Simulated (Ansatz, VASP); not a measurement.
# SnTe: VASP beside Ansatz, part 2 of 2

One calculation is typed for both programs; each brings its own data sets. How far apart do they land? The cell is taken from a series of runs on this material, whose earlier steps may have relaxed, scaled, displaced or heated it; both programs get it as it stands.

VASP 6.6.1 and Ansatz 0.2.0.

So far: Starting point; VASP: zone-centre phonons, r2SCAN.

**3. Ansatz: zone-centre phonons, r2SCAN**

Level of this step: Ansatz beside VASP: Kohn-Sham DFT, plane waves, r2SCAN (Ansatz).

Ansatz runs on its default PAW (the set named soft_2) files.

The same cell, functional, mesh and smearing now go to Ansatz, which takes its cutoff from its data sets.

input.yaml

```yaml
crystal:
  lattice:
    - [0.0, 3.1850206272, 3.1850206272]
    - [3.1850206272, 0.0, 3.1850206272]
    - [3.1850206272, 3.1850206272, 0.0]
  atoms:
    - { symbol: Sn, position: [0.0, 0.0, 0.0] }
    - { symbol: Te, position: [0.5, 0.5, 0.5] }
kpoints:
  mp_grid: { grid: [12, 12, 12] }
hamiltonian:
  xc: r2scan
scf:
  occupations: { method: gaussian, width: 0.01 }
output:
  eigenvalues: true
phonons:
  method: dfpt
```

Started as:

```
$ ansatz run input.yaml --threads 8 --pin off --max-ram 14336MiB --backend cpu --events-out ev --progress --plain --runs-dir out
```

Numbers of over 12 decimals in the logs are rounded to 6 here.

The log of the run:

```text
Engine: ansatz 0.2.0, aarch64-unknown-linux-gnu
Pseudopotentials: kind: paw
Pseudopotential: Sn, paw, valence charge 14, recommended cutoff 500 eV (meta_gga), Sn.paw.azcp
Pseudopotential: Te, paw, valence charge 16, recommended cutoff 500 eV (meta_gga), Te.paw.azcp
Functional definition: r2SCAN
  parameter k0 = 0.174
  parameter k1 = 0.065
  parameter a1 = 4.9479
  exchange = r2scan_x(k0 = k0, k1 = k1, a1 = a1)
  correlation = r2scan_c
Crystal: 2 atoms, lattice volume = 64.620 Å³
Basis set: ecut = 500 eV, 1639 PW (Γ), exchange–correlation on 180×180×180 points (125 copies of the dense FFT grid, shifted against one another)
Bands: 19, of which v1, the nominal top of the filled ones, is band 15 counted from 1 (14 counted from 0)
Symmetry: 48 space group operations
k-points: 163 of 1728 (irreducible under 8 space group operations, time reversal used)
Non-local potential: Sn, projectors of the file, l = 0: 2, l = 1: 2, l = 2: 2, l = 3: 2
Non-local potential: Te, projectors of the file, l = 0: 2, l = 1: 2, l = 2: 2, l = 3: 2
PAW form: soft (Blöchl's): semilocal exchange-correlation on the pseudo side does not see the compensation charge
PAW frozen core: Sn, regenerated for the run's functional (the file was generated under x = pbe(κ = 0.804, μ = 0.219515), c = pbe(β = 0.066725))
PAW frozen core: Te, regenerated for the run's functional (the file was generated under x = pbe(κ = 0.804, μ = 0.219515), c = pbe(β = 0.066725))
PAW one-centre angular grid: Sn, 590 points (default); XC on 249 of its mesh's 2787 points in the sphere
PAW one-centre angular grid: Te, 590 points (default); XC on 160 Gauss nodes
Initial density: superposition of atomic densities (neutral atoms: chi_scale 0, normalization atom), corrected by the library's trained network
Initial wavefunctions: pseudopotential atomic-orbital guess
Functional: x = r2scan, c = r2scan; τ floored in thin density (d = 2e-4 eV/Å³)
SCF iter   1: F=—  HF=-13033.979292 eV  |F-HF|=—  |Δ(HF+E_count)|=         —  Δρ=3.47e-3  dr2=5.28e-3  dr2_τ=5.69e-4  ethr=1.77e-3  ⟨swp⟩=6.7  Hψ=17016  notcnv=0
preconditioner: auto → none  [insulator: Δε(μ)=0.106 eV  Ē_g=9.012 eV  σ=0.010 eV  W_gap=1.00  n_scr=14 (ndim 8)  ℏωp=14.6 eV  f_vac=0.012  D(μ)=0.00/eV (n_scr^D=0)  ε∞_Penn≈3.6]
SCF iter   2: F=—  HF=-13033.987628 eV  |F-HF|=—  |Δ(HF+E_count)|=   8.34e-3  Δρ=1.33e-3  dr2=8.48e-4  dr2_τ=2.99e-5  ethr=1.76e-5  ⟨swp⟩=2.9  Hψ=7166  notcnv=0
SCF iter   3: F=—  HF=-13033.987957 eV  |F-HF|=—  |Δ(HF+E_count)|=   3.30e-4  Δρ=4.32e-4  dr2=6.02e-5  dr2_τ=3.98e-6  ethr=2.83e-6  ⟨swp⟩=2.0  Hψ=6194  notcnv=0
SCF iter   4: F=—  HF=-13033.987964 eV  |F-HF|=—  |Δ(HF+E_count)|=   6.94e-6  Δρ=1.11e-4  dr2=3.19e-6  dr2_τ=1.03e-7  ethr=2.01e-7  ⟨swp⟩=2.0  Hψ=4680  notcnv=0
SCF iter   5: F=—  HF=-13033.987968 eV  |F-HF|=—  |Δ(HF+E_count)|=   3.44e-6  Δρ=2.90e-5  dr2=1.29e-6  dr2_τ=4.50e-9  ethr=1.06e-8  ⟨swp⟩=2.0  Hψ=5543  notcnv=0
SCF iter   6: F=—  HF=-13033.987967 eV  |F-HF|=—  |Δ(HF+E_count)|=   4.27e-7  Δρ=7.02e-6  dr2=4.11e-8  dr2_τ=3.33e-10  ethr=4.30e-9  ⟨swp⟩=3.0  Hψ=5564  notcnv=0
SCF iter   7: F=—  HF=-13033.987967 eV  |F-HF|=—  |Δ(HF+E_count)|=   5.51e-9  Δρ=1.24e-6  dr2=4.45e-10  dr2_τ=1.83e-11  ethr=1.37e-10  ⟨swp⟩=2.0  Hψ=4727  notcnv=0
SCF iter   8: F=—  HF=-13033.987967 eV  |F-HF|=—  |Δ(HF+E_count)|=  4.07e-10  Δρ=1.56e-7  dr2=2.79e-11  dr2_τ=2.43e-13  ethr=1.48e-12  ⟨swp⟩=2.1  Hψ=3987  notcnv=0
SCF iter   9: F=-13033.987967 eV  HF=-13033.987967 eV  |F-HF|=1.82e-12  |Δ(HF+E_count)|=  3.64e-12  Δρ=2.37e-8  dr2=1.93e-13  dr2_τ=4.90e-15  ethr=1.00e-12  ⟨swp⟩=6.7  Hψ=13508  notcnv=0
SCF 1 converged in 9 iterations: F = -13033.987967 eV  dr2 = 1.93e-13
  greatest PAW one-centre occupation: 0.997 electrons in one spin orbital (limit 2), on the Te atom at site 1 (counted from 0), in its partial waves of l = 2
DFPT response loops at Γ: preconditioner auto → Resta (q_TF=auto, 2.401 Å⁻¹)  ε∞=21.2 (no band partly filled); β = 1.00, the filter's whole step (`scf.mixing.beta` (0.50) is not read by the response loops at its default; to damp them type it under 1.00, their step now; it binds the ground state too); Broyden in place of MSR1
SCF converged after 9 iterations
Free energy (F): -13033.987967 eV
Harris-Foulkes:  -13033.987967 eV  (|F-HF|=1.82e-12)
Internal energy: -13033.987967 eV  (E = F + TS)
E sigma→0 (E₀):  -13033.987967 eV
Fermi energy:    9.327379 eV
--- Per-component energies (eV) ---
  E_band       = -387.518698
  E_kinetic    = 364.808598
  E_local      = -2202.766804  (includes V_loc(G=0)·N_el)
  E_nonlocal   = -343.682885
  E_hartree    = 1373.495396
  E_xc         = -490.639748
  E_vxc        = -216.685185  (∫ρ·V_xc dr)
  E_paw        = -8842.118387  (= ΣΔE_a)
  E_vpaw       = -749.560951  (= ΣTr[D̂ρ^β])
  E_aug_tail   = -0.000036  (compensation charges beyond the density's cutoff)
  E_vtau       = 13.377758  (kinetic-family band-sum trace: ∫τ·v_τ [+ j·A + Jᵃ·Aᵃ] dr)
  E_ewald      = -2894.104277
  E_core_change = 1.020175  (= ΣΔE_core)
  E_smearing   = -0.000000  (= −TS)
  E_closure    = -0.000000  (closes the sum)
  Σ components = -13033.987967   (vs F -13033.987967, Δ=0.00e0)
--- Band table (eV; the first three rows and the last of 163) ---
  k-point 0: bands = [... 11 lower, 4.3879, 6.8600, 6.8600, 6.8600, 12.6206, 12.6206, 12.6206, 14.3036]
  k-point 1: bands = [... 11 lower, 4.0116, 6.8719, 6.8719, 7.1484, 12.2740, 12.2740, 12.3166, 14.2524]
  k-point 2: bands = [... 11 lower, 3.2097, 6.9105, 6.9105, 7.6920, 11.5575, 11.5575, 11.6626, 14.3036]
  k-point 162: bands = [... 11 lower, 1.6034, 4.2513, 4.2513, 8.2278, 10.0996, 14.0736, 14.0736, 15.4476]
--- Phonons (Γ-DFPT): 2 representative perturbations + reference, on 163 of 1728 k-points (Σ response iterations 15) ---
  k mesh reduced under 8 symmetry operations, with k and −k counted as one. Each operation leaves every solved perturbation unchanged. A smaller set is not considered because the functional reads the kinetic-energy density
  ASR residual: 1.064e-4 → 0.000e0 eV/Å²; symmetrization residual: 6.740e-5 eV/Å²
  ASR residual per site (eV/Å²): 2.23e-5 1.06e-4
  Γ frequencies (cm⁻¹): -49.26 -49.26 -49.26 0.00 0.00 0.00
  non-analytic LO–TO correction: not included (Born effective charges unavailable; polar crystals: no LO–TO splitting at Γ)
```

The column dr2 measures how far the density is from self-consistency, as an energy; F and HF (Harris–Foulkes) agree once it is small.

**4. Side by side**

Known differences besides the potentials themselves: VASP keeps PBE cores, Ansatz makes them for the functional; the data sets hold 30 valence electrons in Ansatz (on its default PAW (the set named soft_2) files) and 20 in VASP; the cutoff is 500 eV in Ansatz and 550 eV in VASP; VASP uses finite displacements, Ansatz perturbation theory. Total energies have different zeros and are not compared.

Compared:

```csv
quantity,Ansatz,VASP,difference
"optical mode 1 to 3 (imaginary, printed as negative) (cm⁻¹)",-49.3,-47.2,-2.1
```

Modes are paired by rising frequency, not by their patterns, so a pair may set unlike modes beside each other; they are those without the splitting of longitudinal modes.

**5. Results**

| Item | Value |
| --- | --- |
| r.m.s. difference of the optical zone-centre modes, each program's sorted by frequency (zone-centre phonons, r2SCAN) | 2.1 cm⁻¹ |

The r.m.s. difference of the optical zone-centre modes, each program's sorted by frequency is 2.1 cm⁻¹ (zone-centre phonons, r2SCAN). The data sets hold unlike numbers of valence electrons (30 in Ansatz and 20 in VASP), so part of the differences comes from the potentials. Such differences can come from data sets, numerical settings and the points named under the comparisons, not from the functional's error against experiment.

[Lines on the potential files, build, host, timing and source positions are cut from VASP's logs without a mark.]

[Logs are printed without paths, hosts, clocks, repeated set-up lines and the standing remarks that a program may print on its own settings, such as how far it seeks lower states.]

[Hosts, paths, dates, database ids (printed as entryN), source tags and the programs' standing remarks are cut or masked in the printed files.]
